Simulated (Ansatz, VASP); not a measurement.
# Two plane-wave programs on AgOsW3

File INCAR:

```
PREC = Accurate
ENCUT = 600
EDIFF = 1E-6
ISMEAR = 0
SIGMA = 0.1
LREAL = F
LASPH = T
NELM = 80
ALGO = Fast
ISIF = 3
LWAVE = F
LCHARG = F
GGA = PE
IBRION = 2
NSW = 100
EDIFFG = -0.01
```

KPOINTS

```
Automatic mesh
0
Gamma
  8 8 8
```

Contents of POSCAR:

```
AgOsW3
1.0
    4.7444541442      0.0000000000      0.0000000000
    0.0000000000      4.7444541442      0.0000000000
    0.0000000000      0.0000000000      4.7444541442
Ag Os W
1 1 3
Direct
    0.0000000000      0.0000000000      0.0000000000
    0.5000000000      0.5000000000      0.5000000000
    0.0000000000      0.5000000000      0.5000000000
    0.5000000000      0.0000000000      0.5000000000
    0.5000000000      0.5000000000      0.0000000000
```

Input for Ansatz:

```yaml
crystal:
  lattice:
    - [4.7444541442, 0.0, 0.0]
    - [0.0, 4.7444541442, 0.0]
    - [0.0, 0.0, 4.7444541442]
  atoms:
    - { symbol: Ag, position: [0.0, 0.0, 0.0] }
    - { symbol: Os, position: [0.5, 0.5, 0.5] }
    - { symbol: W, position: [0.0, 0.5, 0.5] }
    - { symbol: W, position: [0.5, 0.0, 0.5] }
    - { symbol: W, position: [0.5, 0.5, 0.0] }
basis:
  ecutwfc: 420
kpoints:
  mp_grid: { grid: [8, 8, 8] }
hamiltonian:
  xc: pbe
scf:
  occupations: { method: gaussian, width: 0.1 }
output:
  forces: true
  stress: true
  eigenvalues: true
  write_density: true
  write_potential: true
  elf: true
  volumetric_format: npy
relax:
  adjacent_minimum: "off"
  f_tol: 0.01
  max_steps: 80
  cell: { stress_tol: 0.05 }
```

Change from the starting cell: species swapped into the EuBPd3 type (Pm-3m, No. 221).

Alike in both runs: task relaxation of cell and atoms; functional PBE; k mesh 8 × 8 × 8; occupations gaussian, width 0.1 eV; no spin polarisation.

```csv
,VASP,Ansatz
version,VASP 6.6.1,Ansatz 0.2.0
potentials or method,"VASP PAW PBE potentials, release 64 (Ag, Os, W_sv)","scalar-relativistic, plane waves, PAW"
plane-wave cutoff (eV),600,420
valence electrons in the cell,61,77
```

VASP gave:

* gap on the k mesh at the Fermi level, each at its own relaxed structure (eV): none
* relaxed volume (Å³/atom): 21.52
* relaxed cell length with the largest relative difference (Å): 4.756

Q: Which values does Ansatz return?

A: gap on the k mesh at the Fermi level, each at its own relaxed structure (eV): none; relaxed volume (Å³/atom): 21.35; relaxed cell length with the largest relative difference (Å): 4.743.

A gap of «none» marks a metal or a gap that the smearing closes. The two sets of potentials don't hold the same shells in valence.

Spin-orbit coupling is left out, which matters for the levels of Os, W.
